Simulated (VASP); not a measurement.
Here is the system:

```xyz
2
Lattice="1.8357 -3.1795 -0.0092 1.8357 3.1795 -0.0092 -0.0280 0.0000 5.6037" Properties=species:S:1:pos:R:3 pbc="T T T"
Tb     1.8287     1.0598     1.3917
Tb     1.8147    -1.0598     4.1936
```

Level of theory: r2SCAN meta-GGA, VASP's PBE PAW potentials (set 64) (plane waves; VASP). Run with 480 eV cut-off, 10×10×6 Γ-centred mesh, first-order Methfessel-Paxton smearing of 0.10 eV, potentials Tb_3.

The 4f electrons are frozen in the core of the lanthanide potential, so 4f levels, which can set the real gap, and their magnetism are missing.

Problem. Predict the energy per atom (σ→0), band gap (on the k-mesh) with the smallest direct gap where there is one.

Solution. 
```json
{
 "band gap (on the k-mesh)": "none (metal, semimetal or under 0.01 eV)",
 "energy per atom (σ→0)": "-31222 meV/atom"
}
```

Total energies compare only between runs with the same potentials, cut-off and functional.

The compound is Tb in the hcp structure. This cell was strained or had an atom moved on purpose.
